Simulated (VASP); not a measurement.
Output of a VASP run:

### OSZICAR
```
       N       E                     dE             d eps       ncg     rms          rms(c)
DAV:   1     0.180847704779E+03    0.18085E+03   -0.15955E+04   696   0.158E+03
DAV:   2    -0.331268008263E+02   -0.21397E+03   -0.20794E+03   786   0.394E+02
DAV:   3    -0.422079381841E+02   -0.90811E+01   -0.90574E+01   751   0.917E+01
DAV:   4    -0.422546580109E+02   -0.46720E-01   -0.46710E-01   759   0.653E+00
DAV:   5    -0.422547971346E+02   -0.13912E-03   -0.13912E-03   730   0.338E-01    0.885E+00
DAV:   6    -0.325667543706E+02    0.96880E+01   -0.52470E+00   680   0.491E+01    0.104E+01
DAV:   7    -0.326491273728E+02   -0.82373E-01   -0.22203E+00   689   0.164E+01    0.474E+00
DAV:   8    -0.337070216142E+02   -0.10579E+01   -0.57391E-01   680   0.105E+01    0.237E+00
DAV:   9    -0.324160339449E+02    0.12910E+01   -0.42497E-01   680   0.742E+00    0.743E-01
DAV:  10    -0.328108083824E+02   -0.39477E+00   -0.43159E-01   680   0.663E+00    0.250E-01
DAV:  11    -0.328422759809E+02   -0.31468E-01   -0.11308E-02   684   0.144E+00    0.193E-01
DAV:  12    -0.328326189648E+02    0.96570E-02   -0.15175E-02   680   0.150E+00    0.254E-01
DAV:  13    -0.328476691898E+02   -0.15050E-01   -0.69653E-03   682   0.101E+00    0.600E-02
DAV:  14    -0.328481320139E+02   -0.46282E-03   -0.19558E-04   716   0.155E-01    0.306E-02
DAV:  15    -0.328482509953E+02   -0.11898E-03   -0.51783E-05   687   0.796E-02    0.159E-02
DAV:  16    -0.328483013207E+02   -0.50325E-04   -0.86988E-05   684   0.105E-01    0.123E-02
DAV:  17    -0.328483331933E+02   -0.31873E-04   -0.28590E-05   681   0.591E-02    0.209E-03
DAV:  18    -0.328483340718E+02   -0.87853E-06   -0.58188E-07   529   0.103E-02
   1 F= -.32848334E+02 E0= -.32848334E+02  d E =-.328483E+02
       N       E                     dE             d eps       ncg     rms          rms(c)
DAV:   1    -0.328578721265E+02   -0.95389E-02   -0.20632E-01   686   0.564E+00    0.745E-01
DAV:   2    -0.328489924325E+02    0.88797E-02   -0.30097E-02   685   0.175E+00    0.180E-01
DAV:   3    -0.328485457001E+02    0.44673E-03   -0.14461E-03   684   0.726E-01    0.174E-01
DAV:   4    -0.328484541420E+02    0.91558E-04   -0.24582E-04   681   0.260E-01    0.117E-01
DAV:   5    -0.328477535559E+02    0.70059E-03   -0.39406E-04   680   0.270E-01    0.944E-03
DAV:   6    -0.328485249192E+02   -0.77136E-03   -0.21323E-04   680   0.201E-01    0.462E-03
DAV:   7    -0.328485385747E+02   -0.13656E-04   -0.67264E-06   699   0.335E-02    0.419E-03
DAV:   8    -0.328485355311E+02    0.30437E-05   -0.19734E-06   522   0.208E-02    0.306E-03
DAV:   9    -0.328485388470E+02   -0.33159E-05   -0.18189E-06   520   0.183E-02    0.234E-03
DAV:  10    -0.328485391397E+02   -0.29267E-06   -0.46209E-07   521   0.803E-03
   2 F= -.32848539E+02 E0= -.32848539E+02  d E =-.205068E-03
```

OUTCAR:
```
------------------------ aborting loop because EDIFF is reached ----------------------------------------
  FORCE on cell =-STRESS in cart. coord.  units (eV):
  Direction    XX          YY          ZZ          XY          YZ          ZX
  --------------------------------------------------------------------------------------
  Total        0.0545367      0.0545367      0.0545367     -0.0000000      0.0000000     -0.0000000
  in kB        2.2451556      2.2451556      2.2451556     -0.0000000      0.0000000     -0.0000000
  external PRESSURE =       2.2451556 kB  Pullay stress =       0.0000000 kB
  volume of cell :       38.92
      direct lattice vectors                 reciprocal lattice vectors
     0.000000000  2.689724422  2.689724422    -0.185892650  0.185892650  0.185892650
     2.689724422  0.000000000  2.689724422     0.185892650 -0.185892650  0.185892650
     2.689724422  2.689724422 -0.000000000     0.185892650  0.185892650 -0.185892650
 POSITION                                       TOTAL-FORCE (eV/Angst)
 -----------------------------------------------------------------------------------
      0.00000      0.00000      0.00000        -0.000000     -0.000000     -0.000000
      1.34486      1.34486      1.34486        -0.000000     -0.000000     -0.000000
      4.03459      4.03459      4.03459         0.000000      0.000000      0.000000
 -----------------------------------------------------------------------------------
    total drift:                                0.000000      0.000000      0.000000
  FREE ENERGIE OF THE ION-ELECTRON SYSTEM (eV)
  ---------------------------------------------------
  free  energy   TOTEN  =       -32.8485391397 eV

  energy  without entropy=      -32.8485391397  energy(sigma->0) =      -32.84853914

 reached required accuracy - stopping structural energy minimisation
```
(Selected blocks of OUTCAR.)

**POSCAR**
```
CdF2
1
    0.0000000000     2.6950000000     2.6950000000
    2.6950000000     0.0000000000     2.6950000000
    2.6950000000     2.6950000000     0.0000000000
Cd F
1 2
Direct
  0.0000000000   0.0000000000   0.0000000000
  0.2500000000   0.2500000000   0.2500000000
  0.7500000000   0.7500000000   0.7500000000
```

### Question
Reconstruct the remaining input files.

### Answer
One answer among several that fit: the input of the run itself, r2SCAN+rVV10, plane waves, VASP's PBE PAW potentials (set 64).

KPOINTS:
```
K-points
0
Gamma
  7 7 7
0 0 0
```

INCAR:
```
SYSTEM = CdF2
PREC = Accurate; ENCUT = 520; LREAL = .False.
LASPH = .True.
EDIFF = 1E-6; NELM = 100; ALGO = Normal
LMAXMIX = 4; LMIXTAU = .True.
ISMEAR = 0; SIGMA = 0.05
METAGGA = R2SCAN; LUSE_VDW = .True.; BPARAM = 11.95
CPARAM = 0.0093
IBRION = 2; NSW = 60; ISIF = 3
EDIFFG = -0.02
LWAVE = .False.; LCHARG = .False.
```

POTCAR, in this order: Cd F (PBE.64 set). Program: vasp_std.

The compound is CdF2 in the fluorite structure. This run relaxes it. Symmetry was kept, so distortions that lower it aren't found.
